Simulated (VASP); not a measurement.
Set up this calculation in VASP 6.6.1, as the native input.

* Task: relaxation of cell and atoms
* Functional: PBE
* Potentials or basis: VASP PAW PBE potentials, release 64 (Ti_sv, Sn_d, Te)
* Cutoff: 520 eV
* k mesh: 2 × 2 × 3
* Occupations: gaussian, width 0.15 eV
* Spin: no spin polarisation
* Further INCAR settings: PREC = Normal; LREAL = Auto; ALGO = Fast; EDIFF = 0.0001; IBRION = 2; EDIFFG = -0.08; NSW = 24; ISIF = 3

The structure of Ti2SnTe2 lies in POSCAR:

```
Ti2SnTe2
1.0
    7.5036465100      0.0000000000      0.0000000000
    0.0000000000      7.5036465100      0.0000000000
    0.0000000000      0.0000000000      4.2880038300
Ti Sn Te
4 2 4
Direct
    0.1781299900      0.6781299900      0.5000000000
    0.3218700100      0.1781299900      0.5000000000
    0.8218700100      0.3218700100      0.5000000000
    0.6781299900      0.8218700100      0.5000000000
    0.0000000000      0.0000000000      0.0000000000
    0.5000000000      0.5000000000      0.0000000000
    0.3784700000      0.8784700000      0.0000000000
    0.1215300000      0.3784700000      0.0000000000
    0.6215300000      0.1215300000      0.0000000000
    0.8784700000      0.6215300000      0.0000000000
```

The cell was built by a generator and needn't be a form met in nature.

The input as run:

INCAR

```
SYSTEM = Ti2SnTe2
  PREC = Normal
  ENCUT = 520
  EDIFF = 1E-4
  ISMEAR = 0
  SIGMA = 0.15
  LREAL = Auto
  LASPH = .True.
  NELM = 60
  ALGO = Fast
  ISIF = 3
  LWAVE = .False.
  LCHARG = .False.
  GGA = PE
  IBRION = 2
  NSW = 24
  EDIFFG = -0.08
```

KPOINTS

```
regular mesh
0
Gamma
  2 2 3
  0 0 0
```

Potentials or basis: VASP PAW PBE potentials, release 64 (Ti_sv, Sn_d, Te).

Command:

```sh
$ cat potpaw_PBE.64/Ti_sv/POTCAR potpaw_PBE.64/Sn_d/POTCAR potpaw_PBE.64/Te/POTCAR > POTCAR
$ mpirun -np 1 vasp_std > vasp.out
```

Results of the run:

The relaxed volume is 22.75 Å³/atom and the relaxed cell is a = 8.118 Å, b = 8.118 Å, c = 3.452 Å, α = 90.00°, β = 90.00°, γ = 90.00°. The space group after relaxing (to 0.05 Å) is P4/mbm (No. 127). The energy gained by relaxing is 652.4 meV/atom, the ionic steps are 16 and the pressure after relaxing is -0.2 GPa. The largest force after relaxing is 0.063 eV/Å. The band gap on the k mesh is none (metal or under the smearing width).

Caveat: the k mesh is coarse (spacing up to 0.49 Å⁻¹), so the values aren't converged; the relaxation stopped at a loose force limit of 0.08 eV/Å, so its end isn't a converged minimum.

Wall time 34 min on 1 thread of Intel(R) Xeon(R) Platinum 8259CL CPU @ 2.50GHz (Skylake/Cascade Lake), with other jobs on the host, peak memory 0.25 GiB.
